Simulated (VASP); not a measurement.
Input:

```yaml
crystal:
  lattice:
    - [1.83326, -3.17531, 0.00000]
    - [1.83326, 3.17531, 0.00000]
    - [0.00000, 0.00000, 11.90576]
  atoms:
    - { symbol: Zn, position: [0.66667, 0.33333, 0.25976] }
    - { symbol: Zn, position: [0.33333, 0.66667, 0.99402] }
    - { symbol: Zn, position: [0.66667, 0.33333, 0.72887] }
    - { symbol: Zn, position: [0.33333, 0.66667, 0.52575] }
    - { symbol: S, position: [0.66667, 0.33333, 0.45400] }
    - { symbol: S, position: [0.33333, 0.66667, 0.18839] }
    - { symbol: S, position: [0.66667, 0.33333, 0.92308] }
    - { symbol: O, position: [0.33333, 0.66667, 0.69013] }
```

The numbers are results of PBEsol GGA, VASP's PBE PAW potentials (set 64) (plane waves; VASP 6.6.1), not measurements. Settings: 520 eV cut-off, Gaussian smearing of 0.050 eV, potentials Zn S O.

Task: Predict the band gap (along the path) with the smallest direct gap where there is one.

Result: 
```yaml
band gap (along the path): 0.74 eV
smallest direct gap (along the path): 0.74 eV
```

Only differences to runs with the same potentials and settings are physical.

The structure was generated: Zn4OS3 was put into an ordered model structure (P3m1), which need not be its known phase. It was relaxed first.
